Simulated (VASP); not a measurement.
The system is NbCu.

```
CELL_PARAMETERS angstrom
0.00000 2.56221 2.56221
2.56221 0.00000 2.56221
2.56221 2.56221 0.00000
ATOMIC_POSITIONS crystal
Nb 0.00000 0.00000 0.00000
Cu 0.50000 0.50000 0.50000
```

The cell was built by a generator and needn't be a form met in nature.

```yaml
Program: VASP 6.6.1
Task: single point
Functional: PBE
Potentials_or_basis: VASP PAW PBE potentials, release 64 (Nb_sv, Cu)
Cutoff: 520 eV
k_mesh: 9 × 9 × 9
Occupations: fermi-dirac, width 0.05 eV
Spin: no spin polarisation
```

On this cell: pressure 0.0 GPa; largest force zero by symmetry; band gap on the k mesh none (metal or under the smearing width).

The same run follows on a disturbed copy (atoms moved at random, drawn with an rms of 0.05 Å):

```xyz
2
Lattice="0.0000 2.5622 2.5622 2.5622 0.0000 2.5622 2.5622 2.5622 0.0000" Properties=species:S:1:pos:R:3 pbc="T T T"
Nb   -0.0039   -0.0012   -0.0248
Cu    2.5391    2.5537    2.5165
```

Problem. What does the disturbed cell give?

Solution. The energy (extrapolated to zero smearing) moves by +1.1 meV/atom; pressure 0.0 GPa; largest force 0.154 eV/Å; band gap on the k mesh none (metal or under the smearing width).

Forces on the atoms (eV/Å):
```
Nb  -0.102 -0.038 -0.110
Cu   0.102  0.038  0.110
```
